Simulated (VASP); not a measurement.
```xyz
2
Lattice="1.4841 -2.5705 0.0000 1.4841 2.5705 0.0000 0.0000 0.0000 2.8968" Properties=species:S:1:pos:R:3 pbc="T T T"
W      0.0000     0.0000     0.0000
C      1.4841     0.8568     1.4484
```

The base run (VASP): PBE GGA, plane waves, VASP's PBE PAW potentials (set 64). Run with 520 eV cut-off, 13×13×11 Γ-centred mesh, first-order Methfessel-Paxton smearing of 0.10 eV, potentials W_sv C.

One setting is varied; ΔE counts from the base run. The base run took about 20 core-seconds. Times come from single runs on busy shared machines, so they are rough: good to a factor of about 2.

Pressures at a finite cut-off, here 520 eV, hold a Pulay part, which this task's highest cut-off puts under 0.2 GPa.

```csv
setting,cost over the base run,electronic steps,ΔE (meV/atom),pressure (GPa)
PREC = Low,within a factor of 2,13,-0.3,-16.22
PREC = Normal,within a factor of 2,13,0.0,-16.21
LASPH = .FALSE.,within a factor of 2,13,0.1,-16.21
base run,reference,13,0.0,-16.21
PREC = Single,within a factor of 2,13,0.0,-16.21
ADDGRID = .TRUE.,within a factor of 2,13,0.0,-16.21
LREAL = Auto,within a factor of 2,13,-0.2,-16.27
```

Left out are runs that failed, have no time on record or changed the cell.

The compound is WC in the wc structure. The cell was not relaxed at this level.
